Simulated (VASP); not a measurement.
OScCl2H, 5 atoms in the cell. The cell holds a molecule in a box, 5 atoms: a = 12.000 Å, b = 14.000 Å, c = 12.000 Å, α = 90.00°, β = 90.00°, γ = 90.00°.  The cell isn't the ideal one: atoms moved at random, drawn with an rms of 0.02 Å.

| Quantity | Value |
| --- | --- |
| Program | VASP 6.6.1 |
| Task | relaxation of the atoms |
| Functional | PBE |
| Potentials or basis | VASP PAW PBE potentials, release 64 (O, Sc_sv, Cl, H) |
| Cutoff | 520 eV |
| k mesh | 1 × 1 × 1 |
| Occupations | gaussian, width 0.01 eV |
| Spin | no spin polarisation |
| Further INCAR settings | ALGO = Fast; EDIFF = 1e-06; IBRION = 2; EDIFFG = -0.005; NSW = 40 |

Potentials or basis: VASP PAW PBE potentials, release 64 (O, Sc_sv, Cl, H).

Command:

```console
$ cat potpaw_PBE.64/O/POTCAR potpaw_PBE.64/Sc_sv/POTCAR potpaw_PBE.64/Cl/POTCAR potpaw_PBE.64/H/POTCAR > POTCAR
$ mpirun -np 1 vasp_gam > vasp.out
```

Hardware: 1 thread of AMD EPYC 9R45 96-Core Processor (Zen 5), with other jobs on the host.

Q: How long does it take, and how much memory?

A: Run time: 13 min on 1 thread of AMD EPYC 9R45 96-Core Processor (Zen 5), with other jobs on the host, peak memory 1.6 GiB. Counts: scf iterations 167, k points 1, ion steps 23.
